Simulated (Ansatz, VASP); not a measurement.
## SiC: VASP beside Ansatz

Aim: how closely do two programs agree when they are given the same cell, functional and k mesh? The cell is taken from a series of runs on this material, whose earlier steps may have relaxed, scaled, displaced or heated it; both programs get it as it stands.

Method: plane waves, with VASP 6.6.1 beside it; zone-centre phonons at PBE, in Ansatz 0.2.0.

## 1. Starting point

The structure is hexagonal, space group P6_3mc (No. 186). Conventional cell: a = 3.073 Å, b = 3.073 Å, c = 10.061 Å, α = 90.00°, β = 90.00°, γ = 120.00°. Nearest to C lie 4 Si at 1.88 to 1.89 Å. Nearest to Si lie 4 C at 1.88 to 1.89 Å. Nearest to Si lie 4 C at 1.88 to 1.89 Å. Farther neighbours are not listed.

## 2. Ansatz: zone-centre phonons, PBE

Ansatz runs on its PAW soft_1 files.

Second derivatives magnify differences that forces hide, and they need a tight electronic threshold.

Input file input.yaml:

```yaml
crystal:
  lattice:
    - [3.0734569409, 0.0, 0.0]
    - [-1.5367284705, 2.6616917882, 0.0]
    - [0.0, 0.0, 10.0605033185]
  atoms:
    - { symbol: C, position: [0.6666666667, 0.3333333333, 0.7498127864] }
    - { symbol: C, position: [0.3333333333, 0.6666666667, 0.2498127864] }
    - { symbol: C, position: [0.0, 0.0, 0.500442217] }
    - { symbol: C, position: [0.0, 0.0, 0.000442217] }
    - { symbol: Si, position: [0.6666666667, 0.3333333333, 0.9378311902] }
    - { symbol: Si, position: [0.3333333333, 0.6666666667, 0.4378311902] }
    - { symbol: Si, position: [0.0, 0.0, 0.6879128062] }
    - { symbol: Si, position: [0.0, 0.0, 0.1879128062] }
kpoints:
  mp_grid: { grid: [9, 9, 4] }
hamiltonian:
  xc: pbe
  pseudopotentials: { kind: paw, azcp: { folder: soft_1 } }
scf:
  occupations: { method: fixed }
output:
  eigenvalues: true
phonons:
  method: dfpt
  dielectric: true
  rigid_motions: translations
```

Started as:

```
$ ansatz run input.yaml --threads 8 --pin off --max-ram 16384MiB --backend cpu --events-out ev --progress --plain --runs-dir out
```

Numbers of over 12 decimals in the logs are rounded to 6 here.

The log of the run:

```text
Engine: ansatz 0.2.0, x86_64-unknown-linux-gnu
Pseudopotentials: kind: paw
Pseudopotential: C, paw, valence charge 4, recommended cutoff 420 eV (normal), soft_1/C.paw.azcp
Pseudopotential: Si, paw, valence charge 4, recommended cutoff 420 eV (normal), soft_1/Si.paw.azcp
Functional definition: PBE
  parameter kappa = 0.804
  parameter beta = 0.066725
  exchange = pbe_x(kappa = kappa, mu = beta*pi^2/3)
  correlation = pbe_c(beta = beta)
Crystal: 8 atoms, lattice volume = 82.301 Å³
Basis set: ecut = 420 eV, 1605 PW (Γ), exchange–correlation on 48×48×144 points (8 copies of the dense FFT grid, shifted against one another)
Bands: 24, of which v1, the nominal top of the filled ones, is band 16 counted from 1 (15 counted from 0)
Symmetry: 12 space group operations
k-points: 95 of 324 (irreducible under 2 space group operations, time reversal used)
Non-local potential: C, projectors of the file, l = 0: 2, l = 1: 2, l = 2: 1
Non-local potential: Si, projectors of the file, l = 0: 2, l = 1: 2, l = 2: 1
PAW form: soft (Blöchl's): semilocal exchange-correlation on the pseudo side does not see the compensation charge
PAW one-centre angular grid: C, 110 points (default); XC on 64 Gauss nodes
PAW one-centre angular grid: Si, 110 points (default); XC on 64 Gauss nodes
Initial density: superposition of atomic densities (chi_scale 0.1, normalization cell, long waves kept (reshape's long-wave potential 0.00 eV rms))
Initial wavefunctions: pseudopotential atomic-orbital guess
Functional: x = pbe(κ = 0.804, μ = 0.219515), c = pbe(β = 0.066725)
SCF iter   1: F=—  HF=-3554.691420 eV  |F-HF|=—  |Δ(HF+E_count)|=         —  Δρ=1.39e-1  dr2=1.95e1  ethr=3.10e-3  ⟨swp⟩=5.0  Hψ=10620  notcnv=0  defer=503
preconditioner: auto → none  [insulator: Δε(μ)=4.114 eV  Ē_g=12.841 eV  n_scr=6 (ndim 8)  ℏωp=23.2 eV  f_vac=0.000  ε∞_Penn≈4.3]
SCF iter   2: F=—  HF=-3548.940672 eV  |F-HF|=—  |Δ(HF+E_count)|=    5.75e0  Δρ=4.93e-2  dr2=1.23e0  ethr=3.10e-3  ⟨swp⟩=4.0  Hψ=6297  notcnv=0  defer=562
SCF iter   3: F=—  HF=-3548.641375 eV  |F-HF|=—  |Δ(HF+E_count)|=   2.99e-1  Δρ=1.97e-2  dr2=1.63e-1  ethr=3.10e-3  ⟨swp⟩=2.5  Hψ=4197  notcnv=0  defer=558
SCF iter   4: F=—  HF=-3548.632911 eV  |F-HF|=—  |Δ(HF+E_count)|=   8.46e-3  Δρ=1.55e-3  dr2=1.41e-3  ethr=5.10e-4  ⟨swp⟩=2.0  Hψ=2209  notcnv=0  defer=570
SCF iter   5: F=—  HF=-3548.633405 eV  |F-HF|=—  |Δ(HF+E_count)|=   4.94e-4  Δρ=3.35e-4  dr2=1.42e-4  ethr=4.40e-6  ⟨swp⟩=2.2  Hψ=3672  notcnv=0  defer=570
SCF iter   6: F=—  HF=-3548.633382 eV  |F-HF|=—  |Δ(HF+E_count)|=   2.31e-5  Δρ=1.72e-4  dr2=9.78e-6  ethr=4.43e-7  ⟨swp⟩=2.0  Hψ=3060  notcnv=0  defer=516
SCF iter   7: F=—  HF=-3548.633392 eV  |F-HF|=—  |Δ(HF+E_count)|=   9.90e-6  Δρ=4.24e-5  dr2=1.99e-6  ethr=3.06e-8  ⟨swp⟩=2.0  Hψ=3444  notcnv=0  defer=331
SCF iter   8: F=—  HF=-3548.633392 eV  |F-HF|=—  |Δ(HF+E_count)|=   1.59e-7  Δρ=1.97e-5  dr2=1.92e-7  ethr=6.21e-9  ⟨swp⟩=2.1  Hψ=3165  notcnv=0  defer=280
SCF iter   9: F=—  HF=-3548.633392 eV  |F-HF|=—  |Δ(HF+E_count)|=   5.58e-8  Δρ=1.95e-6  dr2=2.06e-9  ethr=5.99e-10  ⟨swp⟩=2.4  Hψ=3263  notcnv=0  defer=280
SCF iter  10: F=-3548.633392 eV  HF=-3548.633392 eV  |F-HF|=9.60e-11  |Δ(HF+E_count)|=   3.61e-9  Δρ=4.30e-7  dr2=7.79e-11  ethr=1.00e-12  ⟨swp⟩=15.1  Hψ=19584  notcnv=0
SCF 1 converged in 10 iterations: F = -3548.633392 eV  dr2 = 7.79e-11
  greatest PAW one-centre occupation: 0.648 electrons in one spin orbital (limit 2), on the C atom at site 1 (counted from 0), in its partial waves of l = 0
NSCF: frozen V_eff on 4 k-points
DFPT response loops at Γ: preconditioner auto → Resta (q_TF=auto, 2.331 Å⁻¹)  ε∞=5.1 (no band partly filled); β = 1.00, the filter's whole step (`scf.mixing.beta` (0.50) is not read by the response loops at its default; to damp them type it under 1.00, their step now; it binds the ground state too); Broyden in place of MSR1
── the response to a field inside a basis, on 10×10×4 k-points: an SCF that follows is theirs, and a resumed run solves both again ──
Bands: 17, of which v1, the nominal top of the filled ones, is band 16 counted from 1 (15 counted from 0)
k-points: 60 of 400 (irreducible under 4 space group operations, time reversal used)
Initial density: handed on by an earlier stage of this run
Initial wavefunctions: pseudopotential atomic-orbital guess (no wavefunctions were taken with the density)
Eigensolver: Dense (60 Hₖ)
SCF iter   1: F=—  HF=-3548.620777 eV  |F-HF|=—  |Δ(HF+E_count)|=         —  Δρ=1.14e-4  dr2=2.67e-6  ethr=1.00e-1
preconditioner: auto → none  [insulator: Δε(μ)=2.404 eV  Ē_g=9.831 eV  n_scr=6 (ndim 8)  ℏωp=23.2 eV  f_vac=0.000  ε∞_Penn≈6.5]
SCF iter   2: F=—  HF=-3548.620780 eV  |F-HF|=—  |Δ(HF+E_count)|=   2.93e-6  Δρ=5.69e-5  dr2=6.20e-7  ethr=8.33e-9
SCF iter   3: F=-3548.620781 eV  HF=-3548.620781 eV  |F-HF|=7.29e-8  |Δ(HF+E_count)|=   1.09e-6  Δρ=7.01e-6  dr2=8.96e-8  ethr=1.94e-9
SCF 1 converged in 3 iterations: F = -3548.620781 eV  dr2 = 8.96e-8
DFPT response loops at Γ: preconditioner auto → Resta (q_TF=auto, 2.331 Å⁻¹)  ε∞=5.0 (no band partly filled); β = 1.00, the filter's whole step (`scf.mixing.beta` (0.50) is not read by the response loops at its default; to damp them type it under 1.00, their step now; it binds the ground state too); Broyden in place of MSR1
SCF converged after 10 iterations
Free energy (F): -3548.633392 eV
Harris-Foulkes:  -3548.633392 eV  (|F-HF|=9.60e-11)
Internal energy: -3548.633392 eV  (E = F + TS)
E sigma→0 (E₀):  -3548.633392 eV
Fermi energy:    9.620252 eV
--- Per-component energies (eV) ---
  E_band       = 116.530013
  E_kinetic    = 534.670356
  E_local      = -381.842800  (includes V_loc(G=0)·N_el)
  E_nonlocal   = 180.823229
  E_hartree    = 127.927732
  E_xc         = -423.122533
  E_vxc        = -435.367656  (∫ρ·V_xc dr)
  E_paw        = -2446.633504  (= ΣΔE_a)
  E_vpaw       = -37.608836  (= ΣTr[D̂ρ^β])
  E_aug_tail   = 0.000212  (compensation charges beyond the density's cutoff)
  E_ewald      = -1140.456085
  E_smearing   = -0.000000  (= −TS)
  E_closure    = 0.000000  (closes the sum)
  Σ components = -3548.633392   (vs F -3548.633392, Δ=0.00e0)
--- Band table (eV; the first three rows and the last of 95) ---
  k-point 0: bands = [... 12 lower, 9.0351, 9.5698, 9.6203, 9.6203, 14.7460, 15.3234, 15.9453, 15.9709, ... 4 higher]
  k-point 1: bands = [... 12 lower, 9.2058, 9.2058, 9.5645, 9.5645, 14.8000, 15.1756, 16.1541, 16.2085, ... 4 higher]
  k-point 2: bands = [... 12 lower, 9.4133, 9.4133, 9.4133, 9.4133, 14.9540, 14.9540, 16.4123, 16.4123, ... 4 higher]
  k-point 94: bands = [... 12 lower, 6.4076, 6.4076, 8.2239, 8.2239, 13.9327, 13.9327, 15.1565, 15.1565, ... 4 higher]
--- Phonons (Γ-DFPT): 8 representative perturbations + reference, on 95 of 324 k-points (Σ response iterations 26) ---
  k mesh reduced under 2 symmetry operations, with k and −k counted as one. Each operation leaves every solved perturbation unchanged. A smaller set is not considered because the run solves the response to a homogeneous field
  ASR residual: 1.615e-4 → 0.000e0 eV/Å²; symmetrization residual: 2.573e-5 eV/Å²
  ASR residual per site (eV/Å²): 1.61e-4 1.61e-4 6.70e-6 6.70e-6 1.18e-5 1.18e-5 5.80e-5 5.80e-5
  Γ frequencies (cm⁻¹): 0.00 0.00 0.00 190.43 190.43 198.32 198.32 256.85 256.85 398.70 406.64 603.98 767.90 767.90 775.74 775.74 779.78 783.87 783.87 794.89 794.89 833.54 906.83 915.30
  ε∞ (high-frequency dielectric tensor):
        6.969806    -0.000000    -0.000000
        0.000000     6.969806     0.000000
       -0.000000     0.000000     7.269490
  ε⁰ (static dielectric tensor: ions relaxed, cell fixed):
       10.242937     0.000000    -0.000000
        0.000000    10.242937     0.000000
       -0.000000     0.000000    10.925066
  ε⁰ − ε∞ (ionic part):
        3.273130     0.000000    -0.000000
        0.000000     3.273130     0.000000
       -0.000000     0.000000     3.655577
  softest optical mode at Γ: 190.43 cm⁻¹; the repairs (sum rule, projections) moved no ω² at Γ by more than (4.20 cm⁻¹)²
  Born effective charges Z* (e; rows j = field, columns β = displacement):
    site 0:
        -2.71886    0.00000    0.00000
         0.00000   -2.71886   -0.00000
         0.00000   -0.00000   -2.75789
    site 1:
        -2.71886    0.00000    0.00000
         0.00000   -2.71886   -0.00000
         0.00000   -0.00000   -2.75789
    site 2:
        -2.67504    0.00000    0.00000
         0.00000   -2.67504   -0.00000
         0.00000   -0.00000   -2.82982
    site 3:
        -2.67504   -0.00000    0.00000
         0.00000   -2.67504   -0.00000
         0.00000   -0.00000   -2.82982
    site 4:
         2.69321   -0.00000   -0.00000
        -0.00000    2.69321    0.00000
        -0.00000    0.00000    2.65231
    site 5:
[...]
site 6:
[...]
site 7:
[...]
Z* charge neutrality: 8.122e-3 e pre-enforcement
  solved inside a basis spanned on kpoints, on 10×10×4 k-points, its susceptibility summed on 14×14×4: ε∞ is read to err by 2.6e-2, Z* by 1.6e-2 e (field_mesh: kpoints solves on kpoints); Z* is corrected for what the basis lacks
  optical modes at Γ without the LO–TO term, one row a degenerate level:
      ω (cm⁻¹)  modes    IR ((D/Å)²/amu)
[...]
optical modes at Γ + LO–TO along q̂ = [1.0000, 0.0000, 0.0000]:
      ω (cm⁻¹)  modes    IR ((D/Å)²/amu)
[...]
optical modes at Γ + LO–TO along q̂ = [0.0000, 1.0000, 0.0000]:
      ω (cm⁻¹)  modes    IR ((D/Å)²/amu)
[...]
optical modes at Γ + LO–TO along q̂ = [0.0000, 0.0000, 1.0000]:
      ω (cm⁻¹)  modes    IR ((D/Å)²/amu)
[...]
767.90      2             0.0799
        775.74      2             0.0000
        783.87      2             0.0000
        794.89      2           159.4923
        833.27      1             0.0494
        906.83      1             0.0000
        915.30      1             0.0000
        955.90      1            85.6125
```

The column dr2 measures how far the density is from self-consistency, as an energy; F and HF (Harris–Foulkes) agree once it is small.

(Part 1 of 3 ends here.)

[Lines on the potential files, build, host, timing and source positions are cut from VASP's logs without a mark.]

[Logs are printed without paths, hosts, clocks, repeated set-up lines and the standing remarks that a program may print on its own settings, such as how far it seeks lower states.]

[Hosts, paths, dates, database ids (printed as entryN), source tags and the programs' standing remarks are cut or masked in the printed files.]
